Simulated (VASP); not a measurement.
Method: PBE GGA, VASP's PBE PAW potentials (set 64) (plane waves; VASP).

VASP input:

File POSCAR:
```
HfO2
1
    0.0000000000     2.5362095691     2.5362095691
    2.5362095691     0.0000000000     2.5362095691
    2.5362095691     2.5362095691     0.0000000000
Hf O
1 2
Direct
  0.0000000000   0.0000000000   0.0000000000
  0.2500000000   0.2500000000   0.2500000000
  0.7500000000   0.7500000000   0.7500000000
```

### KPOINTS
```
Automatic mesh
0
Gamma
8 8 8
0 0 0
```

INCAR:
```
ALGO  =  Normal
EDIFF  =  1E-7
ENCUT  =  520
GGA  =  PE
ISIF  =  2
ISMEAR  =  -5
LASPH  =  .True.
LCHARG  =  .True.
LEFG  =  .True.
LMAXMIX  =  6
LORBIT  =  11
LREAL  =  .False.
LWAVE  =  .False.
NEDOS  =  601
NELM  =  100
PREC  =  Accurate
SYSTEM  =  HfO2
```

POTCAR, in this order: Hf_pv O (PBE.64 set). Program: vasp_std.

What VASP printed:

OSZICAR:
```
       N       E                     dE             d eps       ncg     rms          rms(c)
DAV:   1     0.985943955544E+02    0.98594E+02   -0.13097E+04   878   0.144E+03
DAV:   2    -0.325273179895E+02   -0.13112E+03   -0.12951E+03  1143   0.322E+02
DAV:   3    -0.360087063717E+02   -0.34814E+01   -0.34792E+01  1087   0.523E+01
DAV:   4    -0.360279981233E+02   -0.19292E-01   -0.19290E-01  1150   0.423E+00
DAV:   5    -0.360281681777E+02   -0.17005E-03   -0.17005E-03  1052   0.347E-01    0.481E+01
DAV:   6    -0.303796204250E+02    0.56485E+01   -0.30097E+01   968   0.388E+01    0.430E+01
DAV:   7    -0.302838154062E+02    0.95805E-01   -0.77980E-01  1073   0.825E+00    0.290E+01
DAV:   8    -0.302597039426E+02    0.24111E-01   -0.23267E-01  1080   0.508E+00    0.605E+00
DAV:   9    -0.302482336505E+02    0.11470E-01   -0.44933E-02  1080   0.192E+00    0.168E+00
DAV:  10    -0.302482998146E+02   -0.66164E-04   -0.46973E-03  1163   0.540E-01    0.301E-01
DAV:  11    -0.302482691690E+02    0.30646E-04   -0.30319E-04  1038   0.145E-01    0.220E-01
DAV:  12    -0.302482801143E+02   -0.10945E-04   -0.53853E-05  1102   0.556E-02    0.534E-02
DAV:  13    -0.302482810896E+02   -0.97528E-06   -0.22210E-06  1130   0.119E-02    0.166E-02
DAV:  14    -0.302482812774E+02   -0.18780E-06   -0.58435E-07   954   0.589E-03    0.130E-03
DAV:  15    -0.302482812664E+02    0.10975E-07   -0.36396E-08   687   0.166E-03
   1 F= -.30248281E+02 E0= -.30248281E+02  d E =0.000000E+00
```

OUTCAR:
```
------------------------ aborting loop because EDIFF is reached ----------------------------------------
  FORCE on cell =-STRESS in cart. coord.  units (eV):
  Direction    XX          YY          ZZ          XY          YZ          ZX
  --------------------------------------------------------------------------------------
  Total       -0.0002014     -0.0002014     -0.0002014      0.0000000     -0.0000000      0.0000000
  in kB       -0.0098905     -0.0098905     -0.0098905      0.0000000     -0.0000000      0.0000000
  external PRESSURE =      -0.0098905 kB  Pullay stress =       0.0000000 kB
  volume of cell :       32.63
      direct lattice vectors                 reciprocal lattice vectors
     0.000000000  2.536209569  2.536209569    -0.197144592  0.197144592  0.197144592
     2.536209569  0.000000000  2.536209569     0.197144592 -0.197144592  0.197144592
     2.536209569  2.536209569  0.000000000     0.197144592  0.197144592 -0.197144592
 POSITION                                       TOTAL-FORCE (eV/Angst)
 -----------------------------------------------------------------------------------
      0.00000      0.00000      0.00000         0.000000      0.000000     -0.000000
      1.26810      1.26810      1.26810        -0.000000      0.000000     -0.000000
      3.80431      3.80431      3.80431        -0.000000     -0.000000      0.000000
 -----------------------------------------------------------------------------------
    total drift:                                0.000000      0.000000      0.000000
  FREE ENERGIE OF THE ION-ELECTRON SYSTEM (eV)
  ---------------------------------------------------
  free  energy   TOTEN  =       -30.2482812664 eV

  energy  without entropy=      -30.2482812664  energy(sigma->0) =      -30.24828127

 total charge

# of ion       s       p       d       tot
------------------------------------------
    1        0.293   6.571   1.361   8.225
    2        1.561   3.553   0.000   5.114
    3        1.561   3.553   0.000   5.114
--------------------------------------------------
tot          3.415  13.677   1.361  18.453
```
(Selected blocks of OUTCAR.)

The compound is HfO2 in the fluorite structure, the high-temperature cubic form, which is unstable at 0 K; the monoclinic form is the stable one. It was relaxed first.
